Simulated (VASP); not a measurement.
CeO$_{2}$ (fluorite): the PBEsol gap over mesh and path against the volume, with the cell scaled uniformly; PBEsol's own equilibrium is at 13.102 Å³/atom. VASP (PAW), 520 eV cut-off, 8×8×8 Γ-centred mesh, Gaussian smearing of 0.050 eV, potentials Ce O.  Fit the value as a straight line in ln V.

| V (Å³/atom) | PBEsol gap over mesh and path (eV) |
|---|---|
| 11.53 | 2.309 |
| 11.923 | 2.221 |
| 12.316 | 2.134 |
| 12.709 | 2.047 |
| 13.102 | 1.963 |
| 13.495 | 1.880 |

Question: Fit the rows as the text says and predict the value at 13.889.

Answer: The slope against ln V is -2.73 eV, the volume deformation potential of this gap. The line misses the rows by up to 0.003 and gives 1.804 at 13.889. The run gave 1.801, -0.003 from the line.

Left out are failed runs and those whose mesh is unfit for this quantity.

The compound is CeO2 in the fluorite structure. The run is not spin-polarised, so no magnetic state was tried.
